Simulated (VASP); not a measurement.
Here is the system:

```
ZrO2
1.0
    4.87003     0.00000     0.00000
    0.00000     4.87003     0.00000
    0.00000     0.00000     3.25915
Zr O
2 4
Direct
  0.00000   0.00000   0.00000
  0.50000   0.50000   0.50000
  0.30570   0.30570   0.00000
  0.80570   0.19430   0.50000
  0.19430   0.80570   0.50000
  0.69430   0.69430   0.00000
```

Level of theory: r2SCAN meta-GGA, VASP's PBE PAW potentials (set 64) (plane waves; VASP 6.6.1). Settings: 520 eV cut-off, 5×5×8 Γ-centred mesh, tetrahedra with Blöchl corrections, potentials Zr_sv O.

The cores are frozen, which limits the accuracy of field gradients.

Give the principal components of the electric field gradient (V/Å²) and the asymmetry η at each nucleus.

```
atom    Vxx   Vyy   Vzz     η
----  -----  ----  ----  ----
Zr1   -60.5  -7.8  68.3  0.77
Zr2   -60.5  -7.8  68.3  0.77
O3      7.4   2.5  -9.9  0.50
O4      7.4   2.5  -9.9  0.50
O5      7.4   2.5  -9.9  0.50
O6      7.4   2.5  -9.9  0.50
```

The structure was generated: ZrO2 was put into the rutile type (P4_2/mnm), which need not be its known phase. It was relaxed first.
